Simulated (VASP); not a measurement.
An input for Ansatz (written as the equivalent of a VASP run, and not itself run):

Ansatz 0.2 input:
```yaml
crystal:
  lattice:
    - [2.9183260, 0.0000000, 0.0000000]
    - [0.0000000, 2.9183260, 0.0000000]
    - [0.0000000, 0.0000000, 2.9183260]
  atoms:
    - { symbol: Au, position: [0.0000000, 0.0000000, 0.0000000] }
    - { symbol: B, position: [0.5000000, 0.5000000, 0.5000000] }
kpoints:
  mp_grid: { grid: [9, 9, 9] }
hamiltonian:
  xc: pbe
  pseudopotentials: { kind: paw }
scf:
  occupations: { method: fermi_dirac, width: 0.1 }
  max_iter: 100
output: { forces: true, stress: true, eigenvalues: true }
```

### Question
Translate this input to VASP (INCAR, KPOINTS, POSCAR, choice of POTCAR).

### Answer
This is not unique; one that fits is 
**INCAR**
```
LWAVE=.FALSE.
GGA=PE   ! PBE
ISIF=2   ! forces and stress, cell fixed
PREC=Accurate
ENCUT=400   ! plane-wave cut-off (eV)
LREAL=.FALSE.   ! projection in real space or not
LASPH=.TRUE.   ! aspherical one-centre terms
ALGO=Normal
LMAXMIX=6   ! l cut-off of mixed one-centre charges
LCHARG=.FALSE.
ISMEAR=-1
SIGMA=0.1
EDIFF=1E-6   ! SCF stop (eV)
NELM=100
SYSTEM=BAu
```

KPOINTS:
```
Automatic mesh
0
Gamma
9 9 9
0 0 0
```

File POSCAR:
```
BAu
2.9183260
  1.0000000000   0.0000000000   0.0000000000
  0.0000000000   1.0000000000   0.0000000000
  0.0000000000   0.0000000000   1.0000000000
Au B
1 1
Cartesian
  0.0000000000   0.0000000000   0.0000000000
  0.5000000000   0.5000000000   0.5000000000
```

POTCAR, in this order: Au B (PBE.64 set). Program: vasp_std.

Limits of the translation: each code has its own PAW files, so the cut-off isn't converted (ENCUT is set for VASP's; basis.ecutwfc is left out, and Ansatz then takes the one that its files recommend); Ansatz stops its SCF on the density residual and VASP on the energy change (EDIFF).

The structure was generated: BAu was put into an ordered model structure, which need not be its known phase. The cell was not relaxed at this level.
